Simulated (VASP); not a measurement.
These are HSE06 screened hybrid, VASP's PBE PAW potentials (set 64) (plane waves; VASP) values and carry that method's errors.

A VASP calculation is set up with these files.

INCAR:
```
SYSTEM = B32N31S
PREC = Normal; ENCUT = 400; LREAL = Auto
LASPH = .TRUE.; ISYM = 0
EDIFF = 1E-5; NELM = 50; NELMIN = 4
ALGO = Normal
ISMEAR = 0; SIGMA = 0.05
GGA = PE; LHFCALC = .TRUE.; AEXX = 0.25
HFSCREEN = 0.2; PRECFOCK = Fast
ISPIN = 2; MAGMOM = 64*0.0156; NUPDOWN = 1
ISIF = 0
LWAVE = .FALSE.; LCHARG = .FALSE.; LORBIT = 10
```

### KPOINTS
```
kpoints
0
G
  1 1 1
0 0 0
```

**POSCAR**
```
B32N31S
1.0
  7.2488848259   0.0000000000   0.0000000000
  0.0000000000   7.2488848259   0.0000000000
  0.0000000000   0.0000000000   7.2488848259
B N S
32 31 1
Cartesian
  3.6123801584   7.2360701168   7.2387674203
  5.4427003957   1.8028335309   7.2441622427
  5.4431322582   7.2417160862   1.8057406121
  7.2413786180   0.0045178486   0.0069230931
  1.7959108524   1.8030265216   7.2384339579
  3.6122724559   3.6336266275   7.2444817337
  5.4424373953   5.4496984597   7.2387464196
  1.7959574584   7.2357839533   1.8059872395
  3.4848355377   1.6755564383   1.6782658496
  5.5700283995   3.7609821814   1.6780847188
  3.6122692229   7.2415709751   3.6362029341
  5.5701172940   1.6754115461   3.7636177730
  5.4425030057   7.2354721795   5.4520047642
  0.0099096192   3.6333634923   7.2386519202
  1.8130025935   5.4327964017   0.0070903053
  0.0041252157   1.8029240420   1.8057500915
  1.8023081644   3.6336732233   1.8053922213
  3.6124917166   5.4437777344   1.8054556679
  0.0105073187   7.2355064319   3.6362419230
  1.8021818149   1.8028923390   3.6363777917
  3.4851009911   3.7602516112   3.7634647026
  5.4427359501   5.4434351558   3.6357943746
  1.8135339904   0.0041131195   5.4345267816
  3.6122832060   1.8026898551   5.4462845025
  5.4430161731   3.6336603406   5.4461513028
  0.0100437453   5.4494828105   1.8057641732
  0.0041956060   3.6334869379   3.6362400803
  1.7963593388   5.4491153435   3.6359105946
  0.0101238542   1.8028842543   5.4519716448
  1.7961324755   3.6332273343   5.4524147872
  3.6124873158   5.4493822387   5.4521890106
  7.2415972893   5.4319384034   5.4348696060
  4.5228427870   0.8764237073   0.8788295513
  6.3692070753   2.7227780285   0.8789992774
  6.3695820898   0.8762561204   2.7259618474
  0.8993995973   0.9027520949   0.9051041855
  2.6856029389   2.7136749666   0.8788522099
  4.5318928102   4.5600667928   0.8789156681
  6.3432770242   6.3463862470   0.9050002944
  2.6854956597   0.8764864979   2.7162491065
  6.3693819634   4.5600121681   2.7160687042
  4.5319735236   0.8761228286   4.5627966793
  6.3694325693   2.7134365936   4.5630157747
  6.3431252724   0.9023624057   6.3486944579
  0.9063322248   4.5339957341   0.9049431457
  2.7115056951   6.3395712645   0.9049879112
  0.9029676383   2.7183554817   2.7208885313
  2.6860273314   4.5596739344   2.7253387906
  4.5275818186   6.3427514604   2.7207353065
  0.9067413193   0.9023092685   4.5368018159
  2.6856651626   2.7226727500   4.5632910554
  4.5228464020   4.5599906374   4.5630657130
  6.3431954459   6.3387622549   4.5366974399
  2.7117088690   0.9023887068   6.3419397245
  4.5273874405   2.7182252489   6.3452698376
  6.3430990996   4.5340137868   6.3420298825
  0.9030555100   6.3424120626   2.7209893132
  0.8996746323   4.5337296355   4.5369027522
  2.7118833728   6.3458214393   4.5368458398
  0.9030367448   2.7182299745   6.3454378783
  2.7115240239   4.5341695196   6.3490726750
  4.5274927153   6.3426242925   6.3453475398
  0.9029605924   6.3429508294   6.3452800940
  4.5275837490   2.7180383147   2.7207844525
```

POTCAR, in this order: B N S (PBE.64 set). Program: vasp_gam. Read from the step before: WAVECAR.

Output of the run:

OSZICAR:
```
       N       E                     dE             d eps       ncg     rms          rms(c)
DAV:   1    -0.637525233527E+03   -0.63753E+03   -0.76740E+00   644   0.833E+00    0.280E+00
DAV:   2    -0.637560440497E+03   -0.35207E-01   -0.13661E-01   735   0.904E-01    0.190E+00
DAV:   3    -0.637541740094E+03    0.18700E-01   -0.99248E-03   744   0.282E-01    0.115E+00
DAV:   4    -0.637536584954E+03    0.51551E-02   -0.66357E-03   735   0.198E-01    0.660E-01
DAV:   5    -0.637535343920E+03    0.12410E-02   -0.13228E-03   735   0.918E-02    0.347E-01
DAV:   6    -0.637534934653E+03    0.40927E-03   -0.26117E-04   712   0.464E-02    0.185E-01
DAV:   7    -0.637534812010E+03    0.12264E-03   -0.86337E-05   734   0.279E-02    0.980E-02
DAV:   8    -0.637534776957E+03    0.35053E-04   -0.19196E-05   446   0.143E-02    0.550E-02
DAV:   9    -0.637534766495E+03    0.10463E-04   -0.68106E-06   424   0.899E-03    0.298E-02
DAV:  10    -0.637534763644E+03    0.28509E-05   -0.16873E-06   430   0.429E-03
   1 F= -.63753476E+03 E0= -.63753476E+03  d E =-.365694E-11  mag=     1.0000
```

OUTCAR:
```
------------------------ aborting loop because EDIFF is reached ----------------------------------------
  volume of cell :      380.90
      direct lattice vectors                 reciprocal lattice vectors
     7.248884826  0.000000000  0.000000000     0.137952254  0.000000000  0.000000000
     0.000000000  7.248884826  0.000000000     0.000000000  0.137952254  0.000000000
     0.000000000  0.000000000  7.248884826     0.000000000  0.000000000  0.137952254
  FREE ENERGIE OF THE ION-ELECTRON SYSTEM (eV)
  ---------------------------------------------------
  free  energy   TOTEN  =      -637.5347636437 eV

  energy  without entropy=     -637.5347636437  energy(sigma->0) =     -637.53476364

  exchange ACFDT corr.  =         0.00000000  see jH, gK, PRB 81, 115126

 total charge

# of ion       s       p       d       tot
------------------------------------------
    1        0.677   1.362   0.000   2.039
    2        0.670   1.335   0.000   2.006
    3        0.670   1.335   0.000   2.005
    4        0.675   1.353   0.000   2.028
    5        0.677   1.362   0.000   2.039
    6        0.670   1.335   0.000   2.006
    7        0.677   1.362   0.000   2.039
    8        0.677   1.362   0.000   2.039
    9        0.699   1.432   0.000   2.131
   10        0.699   1.432   0.000   2.131
   11        0.670   1.335   0.000   2.005
   12        0.699   1.432   0.000   2.131
   13        0.677   1.362   0.000   2.039
   14        0.677   1.362   0.000   2.039
   15        0.675   1.353   0.000   2.028
   16        0.670   1.335   0.000   2.006
   17        0.670   1.335   0.000   2.005
   18        0.670   1.335   0.000   2.005
   19        0.677   1.362   0.000   2.039
   20        0.670   1.335   0.000   2.005
   21        0.699   1.432   0.000   2.131
   22        0.670   1.335   0.000   2.005
   23        0.675   1.353   0.000   2.028
   24        0.670   1.336   0.000   2.006
   25        0.670   1.335   0.000   2.006
   26        0.677   1.362   0.000   2.039
   27        0.670   1.335   0.000   2.005
   28        0.677   1.362   0.000   2.039
   29        0.677   1.362   0.000   2.039
   30        0.677   1.362   0.000   2.039
   31        0.677   1.362   0.000   2.039
   32        0.675   1.353   0.000   2.028
   33        1.230   2.726   0.000   3.956
   34        1.230   2.726   0.000   3.956
   35        1.230   2.726   0.000   3.956
   36        1.229   2.725   0.000   3.954
   37        1.230   2.726   0.000   3.956
   38        1.230   2.726   0.000   3.956
   39        1.229   2.725   0.000   3.954
   40        1.230   2.726   0.000   3.956
   41        1.230   2.726   0.000   3.956
   42        1.230   2.726   0.000   3.956
   43        1.230   2.726   0.000   3.956
   44        1.229   2.725   0.000   3.954
   45        1.229   2.726   0.000   3.954
   46        1.229   2.725   0.000   3.954
   47        1.236   2.703   0.000   3.939
   48        1.230   2.726   0.000   3.956
   49        1.236   2.703   0.000   3.939
   50        1.229   2.726   0.000   3.955
   51        1.230   2.726   0.000   3.956
   52        1.230   2.726   0.000   3.956
   53        1.229   2.725   0.000   3.954
   54        1.229   2.725   0.000   3.954
   55        1.236   2.703   0.000   3.939
   56        1.229   2.725   0.000   3.954
   57        1.238   2.731   0.000   3.970
   58        1.229   2.725   0.000   3.954
   59        1.229   2.725   0.000   3.954
   60        1.238   2.731   0.000   3.970
   61        1.229   2.725   0.000   3.954
   62        1.238   2.731   0.000   3.970
   63        1.235   2.704   0.000   3.939
   64        1.344   2.773   0.000   4.118
--------------------------------------------------
tot         61.177 130.700   0.000 191.877

 magnetization (x)

# of ion       s       p       d       tot
------------------------------------------
    1        0.000   0.005   0.000   0.006
    2        0.000   0.007   0.000   0.007
    3        0.000   0.007   0.000   0.007
    4        0.000   0.005   0.000   0.006
    5        0.000   0.005   0.000   0.006
    6        0.000   0.007   0.000   0.007
    7        0.000   0.005   0.000   0.006
    8        0.000   0.005   0.000   0.006
    9        0.002   0.018   0.000   0.020
   10        0.002   0.019   0.000   0.020
   11        0.000   0.007   0.000   0.007
   12        0.002   0.018   0.000   0.020
   13        0.000   0.005   0.000   0.006
   14        0.000   0.005   0.000   0.006
   15        0.000   0.005   0.000   0.006
   16        0.000   0.007   0.000   0.007
   17        0.000   0.007   0.000   0.007
   18        0.000   0.007   0.000   0.007
   19        0.000   0.005   0.000   0.006
   20        0.000   0.007   0.000   0.007
   21        0.002   0.018   0.000   0.020
...
```
(Selected blocks of OUTCAR.)

The supercell is sampled at Γ alone, which is coarse: total energies, pressure and levels can be off, energies of defects by several tenths of an eV.

The cell is a supercell with a defect, built from BN (zinc blende): S_N. The cell's shape comes from a PBE relaxation.
